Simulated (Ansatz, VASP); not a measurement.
**Ca4Mg4Si12B34O83 (glassy 32SiO2-46B2O3-11MgO-11CaO (mol %)) in two plane-wave programs**

Aim: how closely do two programs agree when they are given the same cell, functional and k mesh? The structure shown is the end of the Ansatz relaxation below.

Main program and level: Ansatz 0.2.0; plane waves, with VASP 6.6.1 beside it; single point at r2SCAN.

### Step 1. The structure

The cell holds 137 atoms: 12 Si, 34 B, 4 Mg, 4 Ca and 83 O. Its edges and angles: a = 11.773 Å, b = 11.454 Å, c = 11.731 Å, α = 90.7°, β = 90.2°, γ = 92.6°. As first built, before any earlier steps moved the atoms (in the runner's words): 137 atoms (12 Si, 34 B, 4 Mg, 4 Ca, 83 O) placed at random at 2.18 g/cm^3, melted at 3000 K for 20 ps at fixed volume with the Buckingham and Coulomb pair potential of Guillot and Sator (Geochim. Cosmochim. Acta 71, 1249 (2007)) with the boron terms of Wang et al. (J. Non-Cryst. Solids 498, 294 (2018)). Quenched from 3000 K to 300 K at 300 K/ps and fixed volume, held 10 ps at zero pressure.

### Step 2. Ansatz: relaxation, r2SCAN

Ansatz runs on its default PAW (the set named soft_2) files.

This run makes the geometry at which the two programs are then compared.

Input file input.yaml:

```yaml
crystal:
  lattice:
    - [11.6823, 0.0, 0.0]
    - [0.0, 11.6823, 0.0]
    - [0.0, 0.0, 11.6823]
  atoms:
    - { symbol: Si, position: [0.25222, 0.4086, 0.56392] }
    - { symbol: Si, position: [0.09876, 0.88452, 0.19848] }
    - { symbol: Si, position: [0.57993, 0.34963, 0.7395] }
    - { symbol: Si, position: [0.01008, 0.65245, 0.47444] }
    - { symbol: Si, position: [0.32507, 0.13673, 0.23838] }
    - { symbol: Si, position: [0.41463, 0.75274, 0.47647] }
    - { symbol: Si, position: [0.64923, 0.67281, 0.97381] }
    - { symbol: Si, position: [0.91518, 0.03831, 0.84395] }
    - { symbol: Si, position: [0.63355, 0.41456, 0.35639] }
    - { symbol: Si, position: [0.25785, 0.22233, 0.78814] }
    - { symbol: Si, position: [0.79563, 0.03889, 0.32031] }
    - { symbol: Si, position: [0.1642, 0.45961, 0.88148] }
    - { symbol: B, position: [0.32004, 0.63226, 0.90942] }
    - { symbol: B, position: [0.92188, 0.32867, 0.58282] }
    - { symbol: B, position: [0.43585, 0.28664, 0.37672] }
    - { symbol: B, position: [0.41837, 0.26202, 0.60424] }
    - { symbol: B, position: [0.62587, 0.58813, 0.19916] }
    - { symbol: B, position: [0.79793, 0.26969, 0.83831] }
    - { symbol: B, position: [0.86886, 0.85846, 0.4432] }
    - { symbol: B, position: [0.63852, 0.98158, 0.74729] }
    - { symbol: B, position: [0.62746, 0.06034, 0.9663] }
    - { symbol: B, position: [0.24767, 0.58444, 0.42357] }
    - { symbol: B, position: [0.29195, 0.92723, 0.80366] }
    - { symbol: B, position: [0.05426, 0.0605, 0.05361] }
    - { symbol: B, position: [0.40307, 0.76112, 0.72586] }
    - { symbol: B, position: [0.47979, 0.49388, 0.90509] }
    - { symbol: B, position: [0.65744, 0.73933, 0.38738] }
    - { symbol: B, position: [0.27691, 0.11864, 0.00614] }
    - { symbol: B, position: [0.09581, 0.19286, 0.29565] }
    - { symbol: B, position: [0.26885, 0.92774, 0.37191] }
[... 101 atom lines left out ...]
    - { symbol: O, position: [0.62201, 0.03207, 0.85122] }
    - { symbol: O, position: [0.39005, 0.8771, 0.75275] }
    - { symbol: O, position: [0.34687, 0.65106, 0.40934] }
    - { symbol: O, position: [0.16085, 0.10992, 0.03387] }
    - { symbol: O, position: [0.34004, 0.19941, 0.67661] }
    - { symbol: O, position: [0.23257, 0.35248, 0.83575] }
kpoints:
  mp_grid: { grid: [1, 1, 1] }
hamiltonian:
  xc: r2scan
scf:
  occupations: { method: gaussian, width: 0.025 }
output:
  forces: true
relax:
  f_tol: 0.05
  max_steps: 150
  cell: {}
```

Command:

```bash
ansatz run input.yaml --threads 4 --pin off --max-ram 8192MiB --backend cpu --events-out ev --progress --plain --runs-dir out
```

Numbers of over 12 decimals in the logs are rounded to 6 here.

The log of the run:

```text
Engine: ansatz 0.2.0, x86_64-unknown-linux-gnu
Pseudopotentials: kind: paw
Pseudopotential: Si, paw, valence charge 4, recommended cutoff 500 eV (meta_gga), Si.paw.azcp
Pseudopotential: B, paw, valence charge 3, recommended cutoff 500 eV (meta_gga), B.paw.azcp
Pseudopotential: Mg, paw, valence charge 10, recommended cutoff 500 eV (meta_gga), Mg.paw.azcp
Pseudopotential: Ca, paw, valence charge 10, recommended cutoff 500 eV (meta_gga), Ca.paw.azcp
Pseudopotential: O, paw, valence charge 6, recommended cutoff 500 eV (meta_gga), O.paw.azcp
Functional definition: r2SCAN
  parameter k0 = 0.174
  parameter k1 = 0.065
  parameter a1 = 4.9479
  exchange = r2scan_x(k0 = k0, k1 = k1, a1 = a1)
  correlation = r2scan_c
Crystal: 137 atoms, lattice volume = 1594.355 Å³
Basis set: ecut = 500 eV, 40483 PW (Γ), exchange–correlation on 360×360×360 points (64 copies of the dense FFT grid, shifted against one another)
Bands: 501, of which v1, the nominal top of the filled ones, is band 364 counted from 1 (363 counted from 0)
Symmetry: 1 space group operations
Space group: P1 (ITA 1), of the structure as read, at distance tolerance 1.2e-4 Å
k-points: 1
Non-local potential: Si, projectors of the file, l = 0: 2, l = 1: 2, l = 2: 2
Non-local potential: B, projectors of the file, l = 0: 2, l = 1: 2, l = 2: 1
Non-local potential: Mg, projectors of the file, l = 0: 3, l = 1: 2, l = 2: 1
Non-local potential: Ca, projectors of the file, l = 0: 3, l = 1: 2, l = 2: 2
Non-local potential: O, projectors of the file, l = 0: 2, l = 1: 2, l = 2: 1
PAW form: soft (Blöchl's): semilocal exchange-correlation on the pseudo side does not see the compensation charge
PAW frozen core: Si, regenerated for the run's functional (the file was generated under x = pbe(κ = 0.804, μ = 0.219515), c = pbe(β = 0.066725))
PAW frozen core: B, regenerated for the run's functional (the file was generated under x = pbe(κ = 0.804, μ = 0.219515), c = pbe(β = 0.066725))
PAW frozen core: Mg, regenerated for the run's functional (the file was generated under x = pbe(κ = 0.804, μ = 0.219515), c = pbe(β = 0.066725))
PAW frozen core: Ca, regenerated for the run's functional (the file was generated under x = pbe(κ = 0.804, μ = 0.219515), c = pbe(β = 0.066725))
PAW frozen core: O, regenerated for the run's functional (the file was generated under x = pbe(κ = 0.804, μ = 0.219515), c = pbe(β = 0.066725))
PAW one-centre angular grid: Si, 302 points (default); XC on 160 Gauss nodes
PAW one-centre angular grid: B, 302 points (default); XC on 160 Gauss nodes
PAW one-centre angular grid: Mg, 302 points (default); XC on 224 Gauss nodes
PAW one-centre angular grid: Ca, 302 points (default); XC on 160 Gauss nodes
PAW one-centre angular grid: O, 302 points (default); XC on 160 Gauss nodes
Initial density: superposition of atomic densities (neutral atoms: chi_scale 0, normalization atom), corrected by the library's trained network
Initial wavefunctions: pseudopotential atomic-orbital guess
Functional: x = r2scan, c = r2scan; τ floored in thin density (d = 2e-4 eV/Å³)
SCF iter   1: F=—  HF=-75303.389293 eV  |F-HF|=—  |Δ(HF+E_count)|=         —  Δρ=9.91e-3  dr2=1.67e0  dr2_τ=1.30e1  ethr=1.77e-3  ⟨swp⟩=7.0  Hψ=2437  notcnv=0  defer=118
preconditioner: auto → Resta (q_TF=auto, 2.394 Å⁻¹)  ε∞=2.9  [insulator: Δε(μ)=3.695 eV  Ē_g=17.517 eV  σ=0.025 eV  W_gap=1.00  n_scr=364 (ndim 8)  ℏωp=24.4 eV  f_vac=0.158  D(μ)=0.00/eV (n_scr^D=0)  ε∞_Penn≈2.9]
SCF iter   2: F=—  HF=-75307.720966 eV  |F-HF|=—  |Δ(HF+E_count)|=    4.33e0  Δρ=5.62e-3  dr2=3.66e-1  dr2_τ=3.46e-2  ethr=2.29e-4  ⟨swp⟩=3.0  Hψ=929  notcnv=0  defer=133
SCF iter   3: F=—  HF=-75307.674158 eV  |F-HF|=—  |Δ(HF+E_count)|=   4.68e-2  Δρ=1.73e-3  dr2=4.97e-2  dr2_τ=6.96e-3  ethr=5.03e-5  ⟨swp⟩=3.0  Hψ=627  notcnv=0  defer=54
automatic band count: iteration 3 solves 422 bands in place of 501: the levels show a gap, and the empty bands left out lie too high to hold charge; the band table lists the bands solved (type scf.n_extra_bands for more)
SCF iter   4: F=—  HF=-75307.668654 eV  |F-HF|=—  |Δ(HF+E_count)|=   5.50e-3  Δρ=7.80e-4  dr2=8.31e-3  dr2_τ=1.44e-3  ethr=6.83e-6  ⟨swp⟩=3.0  Hψ=636  notcnv=0  defer=54
SCF iter   5: F=—  HF=-75307.667676 eV  |F-HF|=—  |Δ(HF+E_count)|=   9.78e-4  Δρ=2.41e-4  dr2=9.96e-4  dr2_τ=7.54e-5  ethr=1.14e-6  ⟨swp⟩=3.0  Hψ=741  notcnv=0  defer=54
SCF iter   6: F=—  HF=-75307.667949 eV  |F-HF|=—  |Δ(HF+E_count)|=   2.73e-4  Δρ=1.15e-4  dr2=1.91e-4  dr2_τ=2.50e-5  ethr=1.37e-7  ⟨swp⟩=3.0  Hψ=713  notcnv=0  defer=54
SCF iter   7: F=—  HF=-75307.667970 eV  |F-HF|=—  |Δ(HF+E_count)|=   2.15e-5  Δρ=3.39e-5  dr2=1.78e-5  dr2_τ=2.21e-6  ethr=2.63e-8  ⟨swp⟩=3.0  Hψ=725  notcnv=0  defer=54
[...]
- { symbol: B, position: [0.627305, 0.153774, 0.641221] }
    - { symbol: B, position: [0.525513, 0.871670, 0.014268] }
    - { symbol: B, position: [0.943918, 0.293811, 0.192536] }
    - { symbol: B, position: [1.018113, 0.713508, 0.062990] }
    - { symbol: B, position: [0.110479, 0.064945, 0.717702] }
    - { symbol: B, position: [0.077336, 0.199326, 0.549490] }
    - { symbol: B, position: [0.194246, 0.622232, 0.706042] }
    - { symbol: B, position: [0.121316, 0.418135, 0.098241] }
    - { symbol: B, position: [0.930695, 0.450837, 0.773241] }
    - { symbol: B, position: [0.695080, 0.518519, 0.599233] }
    - { symbol: B, position: [0.767588, 0.154275, 0.120489] }
    - { symbol: B, position: [0.775807, 0.834316, 0.819087] }
    - { symbol: B, position: [0.731702, 0.208955, 0.451243] }
    - { symbol: B, position: [0.915832, 0.435160, 0.372360] }
    - { symbol: B, position: [0.851288, 0.644485, 0.695137] }
    - { symbol: B, position: [0.309232, 0.849143, -0.014623] }
    - { symbol: Mg, position: [0.909031, 0.690936, 0.902222] }
    - { symbol: Mg, position: [0.672176, 0.909025, 0.547225] }
    - { symbol: Mg, position: [0.406176, 0.650828, 0.070161] }
    - { symbol: Mg, position: [0.925262, 0.075178, 0.524084] }
    - { symbol: Ca, position: [0.860661, 0.716879, 0.235815] }
    - { symbol: Ca, position: [0.845651, 0.445886, 0.057663] }
    - { symbol: Ca, position: [0.354748, 0.462529, 0.278167] }
    - { symbol: Ca, position: [0.028259, 0.842487, 0.663346] }
    - { symbol: O, position: [0.994348, 0.198901, 0.241875] }
    - { symbol: O, position: [0.925882, 0.371107, 0.467921] }
    - { symbol: O, position: [0.015235, 0.360483, 0.109865] }
    - { symbol: O, position: [0.214206, 0.473206, 0.428563] }
    - { symbol: O, position: [0.639706, 0.433842, 0.661294] }
    - { symbol: O, position: [0.342602, 0.031676, 0.298836] }
    - { symbol: O, position: [0.831915, 0.912685, 0.326408] }
    - { symbol: O, position: [0.188950, 0.193854, 0.291692] }
    - { symbol: O, position: [0.171015, 0.729117, 0.687065] }
    - { symbol: O, position: [0.747845, 0.747189, 0.920888] }
    - { symbol: O, position: [0.619242, 0.944119, 0.034518] }
    - { symbol: O, position: [0.689877, 0.506766, 0.480809] }
    - { symbol: O, position: [0.185818, 0.967285, 0.722977] }
    - { symbol: O, position: [0.096342, 0.086020, 0.595810] }
    - { symbol: O, position: [0.316797, 0.724131, 0.953619] }
    - { symbol: O, position: [0.692192, 0.291746, 0.382031] }
    - { symbol: O, position: [0.667751, 0.683244, 0.273633] }
    - { symbol: O, position: [-0.00583518, 0.017285, 0.755619] }
    - { symbol: O, position: [0.199830, 0.534974, 0.623944] }
    - { symbol: O, position: [0.361328, 0.874834, 0.416433] }
    - { symbol: O, position: [0.143628, 0.163884, 0.783878] }
    - { symbol: O, position: [0.155792, 0.295973, 0.563078] }
    - { symbol: O, position: [0.896909, 0.372907, 0.871954] }
    - { symbol: O, position: [0.354597, 0.382719, 0.589397] }
[...]
- { symbol: O, position: [0.525960, 0.723826, 0.406818] }
    - { symbol: O, position: [0.624436, 0.032681, 0.657982] }
    - { symbol: O, position: [0.620508, 0.044739, 0.859269] }
    - { symbol: O, position: [0.361732, 0.883904, 0.749820] }
    - { symbol: O, position: [0.316762, 0.650009, 0.436339] }
    - { symbol: O, position: [0.159867, 0.148249, 0.019097] }
    - { symbol: O, position: [0.345523, 0.204090, 0.692917] }
    - { symbol: O, position: [0.246342, 0.362681, 0.826542] }
```

### Step 3. VASP: single point, r2SCAN

The same cell, functional, mesh and smearing now go to VASP, with its own data sets and cutoff.

Lines of VASP's logs that name or quote its potential files are left out, and so is its time.

Input file INCAR:

```
SYSTEM = Ca4Mg4Si12B34O83
PREC = Accurate
ENCUT = 520
EDIFF = 1E-05
NELM = 100
ISMEAR = 0
SIGMA = 0.025
LREAL = Auto
ALGO = Normal
METAGGA = R2SCAN
LASPH = .TRUE.
NBANDS = 443
LORBIT = 11
LWAVE = .FALSE.
LCHARG = .FALSE.
ISIF = 2
```

Input file POSCAR:

```
Ca4Mg4Si12B34O83
1.0
   11.7695570000     -0.2666560000     -0.0248300000
   -0.2666560000     11.4505770000     -0.0745910000
   -0.0248300000     -0.0745910000     11.7309070000
Si B Mg Ca O
12 34 4 4 83
Direct
    0.2265600000      0.4160800000      0.5575200000
    0.1532600000      0.8687900000      0.1700200000
    0.6083100000      0.3473800000      0.7634600000
    0.9747300000      0.6510600000      0.4721400000
    0.3100100000      0.1551700000      0.2506400000
    0.4088100000      0.7577400000      0.4664200000
    0.6483400000      0.6691000000      0.9806900000
    0.9149100000      0.0494600000      0.8625300000
    0.6367200000      0.4194700000      0.3832700000
    0.2659400000      0.2259900000      0.8042800000
    0.7468600000      0.0231000000      0.3302700000
    0.1573500000      0.4591600000      0.8593600000
    0.3395200000      0.6445000000      0.8650200000
    0.9257400000      0.3397800000      0.5813700000
    0.4452300000      0.2818700000      0.4117200000
    0.3763200000      0.2655100000      0.6004600000
    0.6122100000      0.5822100000      0.2049600000
    0.8205900000      0.2811500000      0.8492400000
    0.8393700000      0.8487500000      0.4353800000
    0.6378300000      0.9801600000      0.7660600000
    0.6506500000      0.0401400000      0.9733600000
    0.2100400000      0.5961900000      0.4468300000
    0.2607800000      0.9208700000      0.7970800000
    0.0786100000      0.0639000000      0.0425900000
    0.3952400000      0.7813200000      0.7071000000
    0.4992600000      0.5060800000      0.8800400000
    0.6382100000      0.7288200000      0.3768300000
    0.2759900000      0.1596300000      0.0177500000
    0.0764200000      0.1882200000      0.3208700000
    0.2970700000      0.9291500000      0.3391900000
[... 101 atom lines left out ...]
    0.6205100000      0.0447400000      0.8592700000
    0.3617300000      0.8839000000      0.7498200000
    0.3167600000      0.6500100000      0.4363400000
    0.1598700000      0.1482500000      0.0191000000
    0.3455200000      0.2040900000      0.6929200000
    0.2463400000      0.3626800000      0.8265400000
```

Input file KPOINTS:

```
Automatic mesh
0
Gamma
1 1 1
0 0 0
```

The projector-augmented-wave data sets are Si, B, Mg, Ca_sv and O (PBE family, release 64).

Command:

```bash
export OMP_NUM_THREADS=5
mpirun -np 1 vasp_gam
```

The log of the run:

```text
[banner, memory and clock lines left out]
running    1 mpi-ranks, on    1 nodes
[...]
Offloading initialized ...    1 GPUs detected
[...]
|                                                                             |
|               ----> ADVICE to this user running VASP <----                  |
|                                                                             |
|     You enforced a specific xc type in the INCAR file but a different       |
|     [... a line on the potential file left out ...]
|     I HOPE YOU KNOW WHAT YOU ARE DOING!                                     |
|                                                                             |

 LDA part: xc-table for (None), standard interpolation
 POSCAR, INCAR and KPOINTS ok, starting setup
[...]
entering main loop
       N       E                     dE             d eps       ncg     rms          rms(c)
DAV:   1     0.667652221871E+04    0.66765E+04   -0.42955E+05   886   0.161E+03
DAV:   2    -0.949548037426E+03   -0.76261E+04   -0.73593E+04  1081   0.417E+02
DAV:   3    -0.157158631080E+04   -0.62204E+03   -0.61694E+03  1052   0.128E+02
DAV:   4    -0.158752442716E+04   -0.15938E+02   -0.15845E+02  1132   0.205E+01
[...]
DAV:  15    -0.125976638110E+04   -0.26388E-04   -0.33001E-04  1028   0.662E-02    0.292E-02
DAV:  16    -0.125976640581E+04   -0.24709E-04   -0.19795E-04  1116   0.372E-02    0.193E-02
DAV:  17    -0.125976641030E+04   -0.44924E-05   -0.57630E-05  1012   0.166E-02
   1 F= -.12597664E+04 E0= -.12597664E+04  d E =-.105356E-28
```

OUTCAR, selected parts (step 3):

```text
  Total        3.3181790      4.1024883      4.3038249      0.1200278     -0.1749163      0.2520511
  in kB        3.3646564      4.1599515      4.3641081      0.1217090     -0.1773663      0.2555816
  external PRESSURE =       3.9629053 kB  Pullay stress =       0.0000000 kB

  FREE ENERGIE OF THE ION-ELECTRON SYSTEM (eV)
  ---------------------------------------------------
  free  energy   TOTEN  =     -1259.7664103000 eV

  energy  without entropy=    -1259.7664103000  energy(sigma->0) =    -1259.76641030

[... 3 further parts left out ...]
[key lines of the parts left out:]
E-fermi :   0.9895
```

The run ends at a pressure of 0.40 GPa, with forces up to 0.14 eV/Å.

### Step 4. Comparison

Known differences besides the potentials themselves: VASP keeps PBE cores, Ansatz makes them for the functional; the data sets hold 728 valence electrons in Ansatz (default PAW (the set named soft_2) files) and 696 in VASP; the cutoff is 500 eV in Ansatz and 520 eV in VASP (PREC = Accurate, projectors in real space). Total energies have different zeros and are not compared.

Compared:

```
              quantity  Ansatz   VASP  difference
        pressure (GPa)   -0.01   0.40       -0.40
gap on the k mesh (eV)   4.857  4.844      +0.013
```

Forces on 7 of the 137 atoms, those with the largest forces and the largest differences (eV/Å; atoms numbered as in POSCAR):

```
atom          Ansatz x, y, z           VASP x, y, z
Si11   0.013, -0.001, -0.004   0.070, 0.026, -0.119
 B16   0.012, -0.012, -0.009   0.060, -0.111, 0.062
Ca52    -0.019, 0.023, 0.002  -0.103, 0.043, -0.001
 O92   -0.014, -0.008, 0.001   -0.018, 0.101, 0.086
O102   0.011, -0.006, -0.006   0.027, 0.037, -0.120
O106   -0.008, 0.004, -0.010  -0.093, -0.036, 0.080
O113  -0.004, -0.001, -0.003  -0.097, 0.045, -0.065
```

The forces differ by 33 meV/Å r.m.s., where the r.m.s. force is 0.010 eV/Å in Ansatz and 0.035 eV/Å in VASP: the cell lies near the minimum of Ansatz, so a percentage would say little (all taken over all components). A gap on the mesh is an upper bound, since the band edges may lie between its points.

### Step 5. Outcome

```yaml
r_m_s_force_difference_single_point_r2scan: 33 meV/Å
```

In words: The r.m.s. force difference is 33 meV/Å (single point, r2SCAN), beyond the 12 meV/Å picked in this series as the mark of a large difference. What causes the difference of the single point, r2SCAN pair stays open here. How closely two codes agree says nothing of how well the functional describes the real material.

[Lines on the potential files, build, host, timing and source positions are cut from VASP's logs without a mark.]

[Logs are printed without paths, hosts, clocks, repeated set-up lines and the standing remarks that a program may print on its own settings, such as how far it seeks lower states.]

[Hosts, paths, dates, database ids (printed as entryN), source tags and the programs' standing remarks are cut or masked in the printed files.]
